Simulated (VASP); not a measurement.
Output of a VASP run:

**OSZICAR**
```
       N       E                     dE             d eps       ncg     rms          rms(c)
DAV:   1     0.867582155655E+02    0.86758E+02   -0.11168E+04  2680   0.269E+03
DAV:   2    -0.225827761873E+02   -0.10934E+03   -0.10706E+03  2618   0.371E+02
DAV:   3    -0.281036070753E+02   -0.55208E+01   -0.54956E+01  2940   0.877E+01
DAV:   4    -0.281900470996E+02   -0.86440E-01   -0.86380E-01  3414   0.103E+01
DAV:   5    -0.281919529415E+02   -0.19058E-02   -0.19058E-02  3178   0.134E+00    0.113E+01
DAV:   6    -0.278352506611E+02    0.35670E+00   -0.39430E+01  2714   0.892E+01    0.155E+01
DAV:   7    -0.244291105096E+02    0.34061E+01   -0.14314E+01  2625   0.564E+01    0.123E+00
DAV:   8    -0.245178650361E+02   -0.88755E-01   -0.64164E-01  3429   0.918E+00    0.181E+00
DAV:   9    -0.244805037294E+02    0.37361E-01   -0.25418E-01  2748   0.752E+00    0.416E-01
DAV:  10    -0.244822780246E+02   -0.17743E-02   -0.84506E-03  2791   0.106E+00    0.379E-01
DAV:  11    -0.244811531642E+02    0.11249E-02   -0.67025E-03  3373   0.100E+00    0.811E-02
DAV:  12    -0.244823353690E+02   -0.11822E-02   -0.10205E-03  2661   0.397E-01    0.264E-02
DAV:  13    -0.244823285749E+02    0.67941E-05   -0.51961E-05  3033   0.889E-02    0.119E-02
DAV:  14    -0.244823298225E+02   -0.12476E-05   -0.30939E-05  3258   0.733E-02    0.674E-03
DAV:  15    -0.244823329158E+02   -0.30933E-05   -0.34539E-06  2973   0.290E-02    0.307E-03
DAV:  16    -0.244823337209E+02   -0.80512E-06   -0.39751E-07  3270   0.877E-03    0.143E-03
DAV:  17    -0.244823336467E+02    0.74222E-07   -0.62776E-08  1442   0.342E-03
   1 F= -.24482334E+02 E0= -.24482998E+02  d E =0.199169E-02
```

OUTCAR:
```
------------------------ aborting loop because EDIFF is reached ----------------------------------------
  FORCE on cell =-STRESS in cart. coord.  units (eV):
  Direction    XX          YY          ZZ          XY          YZ          ZX
  --------------------------------------------------------------------------------------
  Total       -0.8278259     -0.8278259     -0.8278259     -0.0000000     -0.0000000     -0.0000000
  in kB      -56.4492553    -56.4492553    -56.4492553     -0.0000000     -0.0000000     -0.0000000
  external PRESSURE =     -56.4492553 kB  Pullay stress =       0.0000000 kB
  volume of cell :       23.50
      direct lattice vectors                 reciprocal lattice vectors
     2.864159011  0.000000000  0.000000000     0.349142627  0.000000000  0.000000000
     0.000000000  2.864159011  0.000000000     0.000000000  0.349142627  0.000000000
     0.000000000  0.000000000  2.864159011     0.000000000  0.000000000  0.349142627
 POSITION                                       TOTAL-FORCE (eV/Angst)
 -----------------------------------------------------------------------------------
      1.43208      1.43208      1.43208         0.000000      0.000000      0.000000
      0.00000      0.00000      0.00000         0.000000      0.000000      0.000000
 -----------------------------------------------------------------------------------
    total drift:                                0.000000      0.000000     -0.000000
  FREE ENERGIE OF THE ION-ELECTRON SYSTEM (eV)
  ---------------------------------------------------
  free  energy   TOTEN  =       -24.4823336467 eV

  energy  without entropy=      -24.4843253366  energy(sigma->0) =      -24.48299754
```
(Selected blocks of OUTCAR.)

POSCAR:
```
CoGa
1
    2.8641590110     0.0000000000     0.0000000000
    0.0000000000     2.8641590110     0.0000000000
    0.0000000000     0.0000000000     2.8641590110
Ga Co
1 1
Direct
  0.5000000000   0.5000000000   0.5000000000
  0.0000000000   0.0000000000   0.0000000000
```

Problem. Reconstruct the remaining input files.

Solution. Several could match; the one computed here: the input of the run itself, r2SCAN+rVV10, plane waves, VASP's PBE PAW potentials (set 64).

### INCAR
```
SYSTEM = CoGa
PREC = Accurate
ENCUT = 520
EDIFF = 1E-7
NELM = 100
ALGO = Normal
LREAL = .FALSE.
LASPH = .TRUE.
ISMEAR = 1
SIGMA = 0.1
METAGGA = R2SCAN
LUSE_VDW = .TRUE.
BPARAM = 11.95
CPARAM = 0.0093
LMIXTAU = .TRUE.
LMAXMIX = 4
LWAVE = .FALSE.
LCHARG = .FALSE.
ISIF = 2
```

### KPOINTS
```
kpoints
0
Gamma
13 13 13
0 0 0
```

POTCAR, in this order: Ga_d Co (PBE.64 set). Program: vasp_std.

The compound is CoGa in the CsCl type structure. This cell is one point of a volume scan, at 1.03 of the reference volume. The run is not spin-polarised, so no magnetic state was tried.
